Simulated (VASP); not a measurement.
Given:

```xyz
2
Lattice="0.0000 2.3319 2.3100 2.3431 0.0000 2.3100 2.3431 2.3319 0.0000" Properties=species:S:1:pos:R:3 pbc="T T T"
Zr     0.0000     0.0000     0.0000
C      2.4424     2.3319     2.3100
```
Cell charge -0.5.

Calculation: PBE GGA, VASP's PBE PAW potentials (set 64) (plane waves; VASP). Numerical set-up: NELECT = 16.5, 520 eV cut-off, 12×12×12 Γ-centred mesh, Gaussian smearing of 0.050 eV, potentials Zr_sv C.

The cell is charged, with a uniform compensating background.

Problem. What does the run give for the energy per atom (σ→0), pressure, largest force, band gap (on the k-mesh) with the smallest direct gap where there is one?

Solution. 
The band gap (on the k-mesh) is none (metal, semimetal or under 0.01 eV) and the energy per atom (σ→0) is -7.049 eV/atom. The pressure comes out as 47.37 GPa. The largest force is 0.959 eV/Å.

Total energies compare only between runs with the same potentials, cut-off and functional.

The compound is ZrC in the rock salt structure. The cell was not relaxed at this level, atoms are displaced from their ideal sites. The run is one of a series of settings (ISMEAR = 0, NELECT = 16.5, SIGMA = 0.05 against the base run), some of them coarse on purpose.
